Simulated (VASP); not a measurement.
Consider the following.

```
CELL_PARAMETERS angstrom
      1.90526    -3.30000     0.00000
      1.90526     3.30000     0.00000
      0.00000     0.00000     6.89627
ATOMIC_POSITIONS crystal
  Zr 0.00000 0.00000 0.00000
  Se 0.33333 0.66667 0.22867
  Se 0.66667 0.33333 0.77133
```

Computed with PBE GGA, VASP's PBE PAW potentials (set 64) (plane waves; VASP 6.6.1). Settings: 520 eV cut-off, Gaussian smearing of 0.050 eV, potentials Zr_sv Se.

Without a dispersion term in the relaxation, distances and binding between the weakly bound layers, chains or molecules are unreliable, and so is what depends on them.

Problem. What does the run give for the band gap (along the path) with the smallest direct gap where there is one?

Solution. 
- band gap (along the path): 0.44 eV
- smallest direct gap (along the path): 1.11 eV

The compound is ZrSe2 in the 1T layered structure. It was relaxed first, which changed the volume by +15 %.
